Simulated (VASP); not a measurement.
# Sr6Ir (Fm-3m) in VASP: single point with PBE

Aim: the single point of Sr6Ir with PBE.

Everything below comes from runs of VASP 6.6.1. Logs are shortened: lines on timing, memory, paths and dates and some standing lists are left out, and cuts for length are marked.

## 1. The structure

It takes space group Fm-3m (No. 225, cubic). The conventional cell has a = 10.567 Å, b = 10.567 Å, c = 10.567 Å, α = 90.00°, β = 90.00°, γ = 90.00°. Sr (site symmetry mmm) is surrounded by 8 Sr at 3.74 Å and 2 Ir at 3.74 Å. Ir (site symmetry m-3m) is surrounded by 12 Sr at 3.74 Å.

The cell was built by a generator and needn't be a form met in nature.

## 2. Single point, PBE

Input file INCAR:

```
  ALGO = Fast
  EDIFF = 1E-7
  ENCUT = 520
  GGA = PE
  ISIF = 2
  ISMEAR = 0
  LASPH = T
  LCHARG = F
  LREAL = F
  LWAVE = F
  NBANDS = 44
  NELM = 100
  PREC = Accurate
  SIGMA = 0.1
```

Input file KPOINTS:

```
k-points
0
Gamma
  6 6 6
```

Input file POSCAR:

```
Sr6Ir
1.0
    0.0000000000      5.2837304326      5.2837304326
    5.2837304326      0.0000000000      5.2837304326
    5.2837304326      5.2837304326      0.0000000000
Sr Ir
6 1
Direct
    0.5000000000      0.5000000000      0.0000000000
    0.5000000000      0.0000000000      0.5000000000
    0.0000000000      0.0000000000      0.5000000000
    0.0000000000      0.5000000000      0.0000000000
    0.0000000000      0.5000000000      0.5000000000
    0.5000000000      0.0000000000      0.0000000000
    0.0000000000      0.0000000000      0.0000000000
```

Potentials or basis: VASP PAW PBE potentials, release 64 (Sr_sv, Ir).

On the command line:

```bash
cat potpaw_PBE.64/Sr_sv/POTCAR potpaw_PBE.64/Ir/POTCAR > POTCAR
mpirun -np 1 vasp_std > vasp.out
```

OUTCAR:

```text
EDIFF = 1E-7
   ENCUT = 520
   GGA = PE
   ISIF = 2
   ISMEAR = 0
   LASPH = T
   LREAL = F
   NELM = 100
   PREC = Accurate

 ion  position               nearest neighbor table
   1  0.500  0.500  0.000-   4 3.74   6 3.74   2 3.74   5 3.74   2 3.74   6 3.74   7 3.74   4 3.74
                             5 3.74   7 3.74
   2  0.500  0.000  0.500-   3 3.74   6 3.74   1 3.74   6 3.74   7 3.74   1 3.74   5 3.74   3 3.74
                             5 3.74   7 3.74
   3  0.000  0.000  0.500-   2 3.74   5 3.74   7 3.74   4 3.74   6 3.74   7 3.74   4 3.74   5 3.74
                             2 3.74   6 3.74
   4  0.000  0.500  0.000-   1 3.74   5 3.74   7 3.74   3 3.74   5 3.74   3 3.74   6 3.74   7 3.74
                             1 3.74   6 3.74
   5  0.000  0.500  0.500-   3 3.74   4 3.74   1 3.74   4 3.74   7 3.74   2 3.74   3 3.74   7 3.74
                             1 3.74   2 3.74
   6  0.500  0.000  0.000-   1 3.74   2 3.74   7 3.74   2 3.74   3 3.74   1 3.74   4 3.74   3 3.74
                             4 3.74   7 3.74
   7  0.000  0.000  0.000-   3 3.74   4 3.74   6 3.74   2 3.74   3 3.74   5 3.74   1 3.74   4 3.74
                             5 3.74   1 3.74   2 3.74   6 3.74

  LATTYP: Found a face centered cubic cell.
 ALAT       =    10.5674608652

  Lattice vectors:

 A1 = (   0.0000000000,   5.2837304326,   5.2837304326)
 A2 = (   5.2837304326,   0.0000000000,   5.2837304326)
 A3 = (   5.2837304326,   5.2837304326,   0.0000000000)

Analysis of symmetry for initial positions (statically):
=====================================================================
 Subroutine PRICEL returns:
 Original cell was already a primitive cell.

 Routine SETGRP: Setting up the symmetry group for a
 face centered cubic supercell.

 Subroutine GETGRP returns: Found 48 space group operations
 (whereof 48 operations were pure point group operations)
 out of a pool of 48 trial point group operations.

The static configuration has the point symmetry O_h .

Analysis of symmetry for dynamics (positions and initial velocities):
=====================================================================
 Subroutine PRICEL returns:
 Original cell was already a primitive cell.

 Routine SETGRP: Setting up the symmetry group for a
 face centered cubic supercell.

 Subroutine GETGRP returns: Found 48 space group operations
 (whereof 48 operations were pure point group operations)
 out of a pool of 48 trial point group operations.

The dynamic configuration has the point symmetry O_h .

 Subroutine INISYM returns: Found 48 space group operations
 (whereof 48 operations are pure point group operations),
 and found     1 'primitive' translations

----------------------------------------------------------------------------------------

                                     Primitive cell

  volume of cell :     295.0203

  direct lattice vectors                    reciprocal lattice vectors
     0.000000000  5.283730433  5.283730433    -0.094630112  0.094630112  0.094630112
     5.283730433  0.000000000  5.283730433     0.094630112 -0.094630112  0.094630112
     5.283730433  5.283730433  0.000000000     0.094630112  0.094630112 -0.094630112

  length of vectors
     7.472323238  7.472323238  7.472323238     0.163904161  0.163904161  0.163904161

  position of ions in fractional coordinates (direct lattice)
     0.500000000  0.500000000  0.000000000
     0.500000000  0.000000000  0.500000000
     0.000000000  0.000000000  0.500000000
     0.000000000  0.500000000  0.000000000
     0.000000000  0.500000000  0.500000000
     0.500000000  0.000000000  0.000000000
     0.000000000  0.000000000  0.000000000

  ion indices of the primitive-cell ions
   primitive index   ion index
                 1           1
                 2           2
                 3           3
                 4           4
                 5           5
                 6           6
                 7           7

----------------------------------------------------------------------------------------

 KPOINTS: k-points

Automatic generation of k-mesh.
 Grid dimensions read from file:
 generate k-points for:    6    6    6

 Generating k-lattice:

  Cartesian coordinates                     Fractional coordinates (reciprocal lattice)
    -0.015771685  0.015771685  0.015771685     0.166666667  0.000000000  0.000000000
     0.015771685 -0.015771685  0.015771685     0.000000000  0.166666667  0.000000000
     0.015771685  0.015771685 -0.015771685     0.000000000  0.000000000  0.166666667

  Length of vectors
     0.027317360  0.027317360  0.027317360

  Shift w.r.t. Gamma in fractional coordinates (k-lattice)
     0.000000000  0.000000000  0.000000000

 Subroutine IBZKPT returns following result:
 ===========================================

 Found     16 irreducible k-points:

 Following reciprocal coordinates:
            Coordinates               Weight
  0.000000  0.000000  0.000000      1.000000
  0.166667  0.000000  0.000000      8.000000
  0.333333  0.000000  0.000000      8.000000
  0.500000  0.000000  0.000000      4.000000
  0.166667  0.166667  0.000000      6.000000
  0.333333  0.166667  0.000000     24.000000
[... 8 lines left out ...]
 -0.333333  0.333333  0.166667     24.000000
 -0.333333  0.500000  0.166667     12.000000
   k-points           NKPTS =     16   k-points in BZ     NKDIM =     16   number of bands    NBANDS=     44
   number of dos      NEDOS =    301   number of ions     NIONS =      7
   total plane-waves  NPLWV = 175616
   dimension x,y,z NGX =    56 NGY =   56 NGZ =   56
   dimension x,y,z NGXF=   112 NGYF=  112 NGZF=  112
   ions per type =               6   1
   NGX,Y,Z   is equivalent  to a cutoff of  12.46, 12.46, 12.46 a.u.
   NGXF,Y,Z  is equivalent  to a cutoff of  24.92, 24.92, 24.92 a.u.
 SYSTEM =  unknown system
   PREC   = accura    normal or accurate (medium, high low for compatibility)
   ISTART =      0    job   : 0-new  1-cont  2-samecut
   ICHARG =      2    charge: 1-file 2-atom 10-const
   ISPIN  =      1    spin polarized calculation?
   LNONCOLLINEAR =      F non collinear calculations
   LSORBIT =      F    spin-orbit coupling
   LASPH  =      T    aspherical Exc in radial PAW
   ENCUT  =  520.0 eV  38.22 Ry    6.18 a.u.  13.89 13.89 13.89*2*pi/ulx,y,z
   NELM   =    100;   NELMIN=  2; NELMDL= -5     # of ELM steps
   EDIFF  = 0.1E-06   stopping-criterion for ELM
   LREAL  =      F    real-space projection
   EDIFFG = 0.1E-05   stopping-criterion for IOM
   NSW    =      0    number of steps for IOM
   IBRION =     -1    ionic relax: 0-MD 1-quasi-New 2-CG
   NFREE  =      0    steps in history (QN), initial steepest desc. (CG)
   ISIF   =      2    stress and relaxation
   ISYM   =      2    0-nonsym 1-usesym 2-fastsym
   POTIM  = 0.5000    time-step for ionic-motion
   TEBEG  =    0.0;   TEEND  =   0.0 temperature during run
   PSTRESS=    0.0 pullay stress
   NELECT =      69.0000    total number of electrons
   NUPDOWN=      -1.0000    fix difference up-down
   EMIN   =  10.00;   EMAX   =-10.00  energy-range for DOS
   EFERMI =   0.00;   METHOD = LEGACY
   ISMEAR =     0;   SIGMA  =   0.10  broadening in eV -4-tet -1-fermi 0-gaus
   EFERMI_NEDOS =   21; number of points for ismear=-14 and -15
   IALGO  =     68    algorithm
   IMIX   =      4    mixing-type and parameters
     AMIX     =   0.40;   BMIX     =  1.00
     AMIX_MAG =   1.60;   BMIX_MAG =  1.00
  volume/ion in A,a.u.               =      42.15       284.41
  Fermi-wavevector in a.u.,A,eV,Ry     =   1.008650  1.906072 13.842228  1.017375
  Thomas-Fermi vector in A             =   2.141530
   LORBIT       =      0    0 simple, 1 ext, 2 COOP (PROOUT), +10 PAW based schemes
   GGA     = PE    functional components
   LHFCALC =     F    Hartree Fock is set to
   AEXX    =    0.0000 exact exchange contribution
   IVDW    =     0    specifies the selected vdW correction
   LEPSILON=     F    determine dielectric tensor
   LRPA    =     F    only Hartree local field effects (RPA)
 non-spin polarized calculation
 RMM-DIIS sequential band-by-band and
 Gauss-broadening in eV      SIGMA  =   0.10
  energy-cutoff  :      520.00
  volume of cell :      295.02
 maximum number of plane-waves:      7992
   NGX = 27   NGY = 27   NGZ = 27

 number of electron      69.0000000 magnetization

 Free energy of the ion-electron system (eV)
  ---------------------------------------------------
  ext. energy  EPLUGINS =         0.00000000
  ---------------------------------------------------
  free energy    TOTEN  =       -16.02318254 eV

  energy without entropy =      -15.96007304  energy(sigma->0) =      -15.99162779

 E-fermi :   2.1381     XC(G=0):  -8.1445

 val. band max:        2.1279567213   @ k =   0.3333   0.3333   0.0000
 cond. band min:       2.1515255100   @ k =  -0.3333   0.5000   0.1667
 fundamental gap:      0.0235687887
 Fermi energy:         2.1381064635

 k-point     1 :       0.0000    0.0000    0.0000
  band No.  band energies     occupation
      1     -34.0795      2.00000
      2     -34.0258      2.00000
      3     -34.0258      2.00000
      4     -34.0258      2.00000
      5     -33.9997      2.00000
      6     -33.9997      2.00000
[... 36 lines left out ...]
     43       3.3223      0.00000
     44       3.3223      0.00000

 k-point     2 :       0.1667    0.0000    0.0000
  band No.  band energies     occupation
      1     -34.0759      2.00000
      2     -34.0294      2.00000
      3     -34.0240      2.00000
      4     -34.0240      2.00000
      5     -34.0014      2.00000
      6     -34.0014      2.00000
[... 36 lines left out ...]
     43       3.4852      0.00000
     44       3.4983      0.00000

 k-point     3 :       0.3333    0.0000    0.0000
  band No.  band energies     occupation
      1     -34.0661      2.00000
      2     -34.0393      2.00000
      3     -34.0193      2.00000
      4     -34.0193      2.00000
      5     -34.0062      2.00000
      6     -34.0062      2.00000
[... 600 lines left out ...]
     43       3.5868      0.00000
     44       3.9061      0.00000

 k-point    16 :      -0.3333    0.5000    0.1667
  band No.  band energies     occupation
      1     -34.0493      2.00000
      2     -34.0394      2.00000
      3     -34.0262      2.00000
      4     -34.0261      2.00000
      5     -34.0127      2.00000
      6     -34.0030      2.00000
[... 36 lines left out ...]
     43       3.7870      0.00000
     44       3.8427      0.00000

------------------------ aborting loop because EDIFF is reached ----------------------------------------

  FORCE on cell =-STRESS in cart. coord.  units (eV):
  Direction    XX          YY          ZZ          XY          YZ          ZX
  --------------------------------------------------------------------------------------
  -------------------------------------------------------------------------------------
  Total        0.0698057      0.0698057      0.0698057     -0.0000000     -0.0000000      0.0000000
  in kB        0.3790965      0.3790965      0.3790965     -0.0000000     -0.0000000      0.0000000
  external PRESSURE =       0.3790965 kB  Pullay stress =       0.0000000 kB

 VOLUME and BASIS-vectors are now :
 -----------------------------------------------------------------------------
  energy-cutoff  :      520.00
  volume of cell :      295.02
      direct lattice vectors                 reciprocal lattice vectors
     0.000000000  5.283730433  5.283730433    -0.094630112  0.094630112  0.094630112
     5.283730433  0.000000000  5.283730433     0.094630112 -0.094630112  0.094630112
     5.283730433  5.283730433  0.000000000     0.094630112  0.094630112 -0.094630112

 POSITION                                       TOTAL-FORCE (eV/Angst)
 -----------------------------------------------------------------------------------
      2.64187      2.64187      5.28373        -0.000000      0.000000      0.000000
      2.64187      5.28373      2.64187        -0.000000      0.000000      0.000000
      2.64187      2.64187      0.00000         0.000000     -0.000000     -0.000000
      2.64187      0.00000      2.64187         0.000000     -0.000000      0.000000
      5.28373      2.64187      2.64187         0.000000      0.000000     -0.000000
      0.00000      2.64187      2.64187        -0.000000     -0.000000      0.000000
      0.00000      0.00000      0.00000        -0.000000     -0.000000      0.000000
 -----------------------------------------------------------------------------------
    total drift:                                0.000000      0.000000     -0.000000

  FREE ENERGIE OF THE ION-ELECTRON SYSTEM (eV)
  ---------------------------------------------------
  free  energy   TOTEN  =       -16.0231825388 eV

  energy  without entropy=      -15.9600730424  energy(sigma->0) =      -15.99162779
```

Wall time 11 min (1 thread of Intel Xeon Platinum 8375C at 2.90GHz (Ice Lake), shared host); peak memory 0.52 GiB.

Results:

```
Free energy            : -16.0232 eV
Pressure               : 0.0 GPa
Band gap on the k mesh : none (metal or under the smearing width)
```

Levels at points of the mesh, in eV from the Fermi level:
```
           k point  band 31  band 32  band 33  band 34  band 35  band 36  band 37  band 38  band 39  band 40
(0.00, 0.00, 0.00)    -1.29    -0.83    -0.08    -0.08    -0.08     0.98     1.14     1.14     1.14     1.14
(0.50, 0.00, 0.00)    -0.95    -0.82    -0.32    -0.03    -0.03     0.40     0.52     0.76     0.76     1.10
(0.50, 0.50, 0.00)    -0.89    -0.84    -0.84    -0.37    -0.30    -0.13     1.05     1.05     1.09     1.15
```

The run has no spin-orbit coupling, so splittings on Ir are missing.
